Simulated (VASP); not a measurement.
Given:

```
Li
1.0
   -1.68022     1.68022     1.68022
    1.68022    -1.68022     1.68022
    1.68022     1.68022    -1.68022
Li
1
Cartesian
  0.00000   0.00000   0.00000
```

These are PBE GGA with D3 dispersion (zero damping), VASP's PBE PAW potentials (set 64) (plane waves; VASP) values and carry that method's errors. Run with 520 eV cut-off, Gaussian smearing of 0.050 eV, potentials Li_sv.

Question: What does the run give for the band gap (along the path) with the smallest direct gap where there is one?

Answer: 
```json
{
 "band gap (along the path)": "none (metal, semimetal or under 0.01 eV)"
}
```

The compound is Li in the bcc structure. It was relaxed first, which changed the volume by -11 %.
